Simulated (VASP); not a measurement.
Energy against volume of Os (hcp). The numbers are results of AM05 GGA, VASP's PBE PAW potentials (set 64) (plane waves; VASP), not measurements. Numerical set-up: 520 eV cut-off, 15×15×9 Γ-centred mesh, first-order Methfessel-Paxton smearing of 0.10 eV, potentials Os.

Shape and ions are relaxed at each volume.

```csv
V (Å³/atom),E (eV/atom)
13.384,-11.98433
13.798,-12.00281
14.212,-11.98642
14.626,-11.94086
```

Task: Fit these four points and predict the energy of the run at 12.970 Å³/atom.

Result: A cubic in V^(−2/3), the third-order Birch-Murnaghan form, passes through the four points with V0 = 13.80 Å³/atom and B0 = 449 GPa, and gives -11.9241 eV/atom there. The run gave -11.9242 eV/atom, -0.1 meV/atom from the fit; all five points give B0 = 449 GPa.

The compound is Os in the hcp structure. It was relaxed first.
